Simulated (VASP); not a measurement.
Consider the following.

```yaml
crystal:
  lattice:
    - [0.00000, 2.54246, 2.54246]
    - [2.54246, 0.00000, 2.54246]
    - [2.54246, 2.54246, 0.00000]
  atoms:
    - { symbol: Li, position: [0.00000, 0.00000, 0.00000] }
    - { symbol: Cl, position: [0.50000, 0.50000, 0.50000] }
```

The numbers are results of PBE GGA with D4 dispersion, VASP's PBE PAW potentials (set 64) (plane waves; VASP), not measurements. Run with 520 eV cut-off, Gaussian smearing of 0.050 eV, potentials Li_sv Cl.

Question: Give the energies of bands 3 to 8 at the high-symmetry points, in eV from the valence-band maximum.

Answer: 
```
band      Γ      X      U      L      W
----  -----  -----  -----  -----  -----
3      0.00  -3.02  -2.59  -2.92  -2.22
4      0.00  -1.15  -1.86  -0.27  -2.22
5      0.00  -1.15  -0.87  -0.27  -1.11
6      6.49   7.94   8.11   6.78   9.65
7     11.96   8.25  10.02   9.51  10.21
8     11.96  12.66  11.61   9.51  10.52
```

The gap is indirect, 6.49 eV, from the valence maximum at K-Γ at 0.79 to the conduction minimum at Γ.

Measured: gap 9.40 eV (computed value off by -2.91 eV), as given by Wei Chen et al., Physical Review Materials (2018), doi:10.1103/physrevmaterials.2.073803.

The compound is LiCl in the rock salt structure. It was relaxed first.
